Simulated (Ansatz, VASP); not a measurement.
**BeAs4 in VASP and in Ansatz**

```
Be As
1.0
     4.92916    0.00000    0.00000
     0.00000    4.92916    0.00000
     0.00000    0.00000    4.92916
Be As
1 4
Direct
  0.00000 0.00000 0.00000
  0.00000 0.50000 0.50000
  0.50000 0.00000 0.50000
  0.50000 0.50000 0.00000
  0.50000 0.50000 0.50000
```

Alike in both runs: functional PBE; k mesh 8 × 8 × 8; occupations gaussian, width 0.1 eV; no spin polarisation.

Ansatz relaxed the structure, and its values are those at the end. VASP's run is a single point on that final structure, the one shown.

|  | VASP | Ansatz |
| --- | --- | --- |
| version | VASP 6.6.1 | Ansatz 0.2.0 |
| potentials or method | VASP PAW PBE potentials, release 64 (Be, As) | scalar-relativistic, plane waves, PAW |
| plane-wave cutoff (eV) | 520 | 420 |
| valence electrons in the cell | 22 | 62 |

Ansatz gave:

| Property | Result |
| --- | --- |
| gap on the k mesh at the Fermi level (eV) | none |
| pressure (GPa) | 0.0 |

What did VASP give for the same quantities?

gap on the k mesh at the Fermi level (eV): none; pressure (GPa): 0.2.

A gap of «none» marks a metal or a gap that the smearing closes. With one functional, cell and mesh, what is left measures potentials, basis and numerics. The two sets of potentials don't hold the same shells in valence.
